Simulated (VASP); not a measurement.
Runs of VASP 6.6.1 on RbY3. Symmetry: Fm-3m, No. 225, cubic system. Conventional cell: a = 8.432 Å, b = 8.432 Å, c = 8.432 Å, α = 90.00°, β = 90.00°, γ = 90.00°. Rb (site symmetry m-3m) has 8 Y at 3.65 Å as nearest neighbours. Around Y (site symmetry -43m) lie 4 Rb at 3.65 Å and 4 Y at 3.65 Å. Y (site symmetry m-3m) has 8 Y at 3.65 Å as nearest neighbours. The cell was built by a generator and needn't be a form met in nature.

```tsv
task	level	spin	U	cell	k mesh	cutoff (eV)	smearing	LDAUTYPE	hund's J	gap on the mesh (eV)	pressure (GPa)	relaxed volume (Å³/atom)
relaxation of cell and atoms	PBE	off	-	relaxed	6 × 6 × 6	600	methfessel-paxton 0.1 eV	-	-	none	0.0	37.33
atomic charges	PBEsol+D3+U	SOC, no magnetisation	Y d U = 4 eV, J = 0.5 eV	as given	5 × 5 × 5	520	gaussian 0.01 eV	2	0.5	-	1.3	-
relaxation of cell and atoms	RPBE	off	-	relaxed	6 × 6 × 6	600	methfessel-paxton 0.1 eV	-	-	none	0.0	(a)
single point	PBE	off	-	as given	6 × 6 × 6	520	fermi-dirac 0.05 eV	-	-	none	0.0	-
```

Alike in all rows: potentials or basis VASP PAW PBE potentials, release 64 (Rb_sv, Y_sv).

Problem. Fill in the values left out.

Solution. (a) 39.23.

Caveats: the PAW data sets were made with another functional, which shifts forces and pressure a little (some runs); the U is typed as a test and isn't derived for this compound (some runs).

A k mesh can miss the band edges, and rows without SOC leave out spin-orbit coupling on Rb, Y.

A gap of «none» marks a metal or a gap under the smearing width.
